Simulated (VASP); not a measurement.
All values below come from revPBE GGA, VASP's PBE PAW potentials (set 64) (plane waves; VASP).

VASP input:

**INCAR**
```
SIGMA=0.1   # width (eV)
SYSTEM=Lu
IBRION=2   # conjugate gradients
PREC=Accurate
LMAXMIX=6
LREAL=F   # projection in real space or not
NSW=30   # most ionic steps
ISIF=4
LCHARG=F
ALGO=Normal   # blocked Davidson
LWAVE=F
ENCUT=520
GGA=RE
EDIFF=1E-7   # SCF stop (eV)
EDIFFG=-0.01
NELM=100
LASPH=T   # aspherical one-centre terms
ISMEAR=1   # Methfessel-Paxton
```

File POSCAR:
```
Lu
1
    1.8098220097    -3.1347037659     0.0000000000
    1.8098220097     3.1347037659     0.0000000000
    0.0000000000     0.0000000000     5.6543335843
Lu
2
Direct
  0.3333330000   0.6666670000   0.2500000000
  0.6666670000   0.3333330000   0.7500000000
```

KPOINTS:
```
Automatic mesh
0
Gamma
12 12 7
0 0 0
```

POTCAR, in this order: Lu_3 (PBE.64 set). Program: vasp_std.

The run wrote:

**OSZICAR**
```
       N       E                     dE             d eps       ncg     rms          rms(c)
DAV:   1     0.437483004500E+02    0.43748E+02   -0.87794E+03  3462   0.146E+03
DAV:   2    -0.601964902811E+01   -0.49768E+02   -0.48708E+02  3387   0.699E+02
DAV:   3    -0.825017895503E+01   -0.22305E+01   -0.21615E+01  3554   0.609E+01
DAV:   4    -0.835614492311E+01   -0.10597E+00   -0.88172E-01  3721   0.106E+01
DAV:   5    -0.836248384352E+01   -0.63389E-02   -0.62662E-02  3393   0.184E+00    0.239E+01
DAV:   6    -0.834181296979E+01    0.20671E-01   -0.46738E-02  3340   0.460E+00    0.142E+01
DAV:   7    -0.834657640507E+01   -0.47634E-02   -0.87873E-02  3283   0.619E+00    0.392E-01
DAV:   8    -0.834664126165E+01   -0.64857E-04   -0.62101E-03  3289   0.118E+00    0.127E-01
DAV:   9    -0.834666619630E+01   -0.24935E-04   -0.26125E-04  3476   0.264E-01    0.375E-02
DAV:  10    -0.834666116985E+01    0.50265E-05   -0.31050E-05  3353   0.942E-02    0.445E-02
DAV:  11    -0.834666211792E+01   -0.94807E-06   -0.26735E-06  3310   0.255E-02    0.162E-03
DAV:  12    -0.834666232514E+01   -0.20723E-06   -0.84351E-08  2022   0.760E-03    0.936E-04
DAV:  13    -0.834666231143E+01    0.13707E-07   -0.26324E-08  1868   0.921E-03
   1 F= -.83466623E+01 E0= -.83469767E+01  d E =-.834666E+01
```

OUTCAR:
```
------------------------ aborting loop because EDIFF is reached ----------------------------------------
  FORCE on cell =-STRESS in cart. coord.  units (eV):
  Direction    XX          YY          ZZ          XY          YZ          ZX
  --------------------------------------------------------------------------------------
  Total       -0.9025081     -0.9025081     -0.9217301      0.0000000      0.0000000      0.0000000
  in kB      -22.5381302    -22.5381315    -23.0181570      0.0000000      0.0000000      0.0000000
  external PRESSURE =     -22.6981396 kB  Pullay stress =       0.0000000 kB
  volume of cell :       64.16
      direct lattice vectors                 reciprocal lattice vectors
     1.809822010 -3.134703766  0.000000000     0.276270262 -0.159504705  0.000000000
     1.809822010  3.134703766  0.000000000     0.276270262  0.159504705  0.000000000
     0.000000000  0.000000000  5.654333584     0.000000000  0.000000000  0.176855501
 POSITION                                       TOTAL-FORCE (eV/Angst)
 -----------------------------------------------------------------------------------
      1.80982      1.04490      1.41358         0.000000      0.000000      0.000000
      1.80982     -1.04490      4.24075        -0.000000     -0.000000      0.000000
 -----------------------------------------------------------------------------------
    total drift:                                0.000000      0.000076     -0.000011
  FREE ENERGIE OF THE ION-ELECTRON SYSTEM (eV)
  ---------------------------------------------------
  free  energy   TOTEN  =        -8.3466623114 eV

  energy  without entropy=       -8.3476055557  energy(sigma->0) =       -8.34697673

 reached required accuracy - stopping structural energy minimisation
```
(Selected blocks of OUTCAR.)

The compound is Lu in the hcp structure. This cell is one point of a volume scan, at 1.06 of the reference volume.
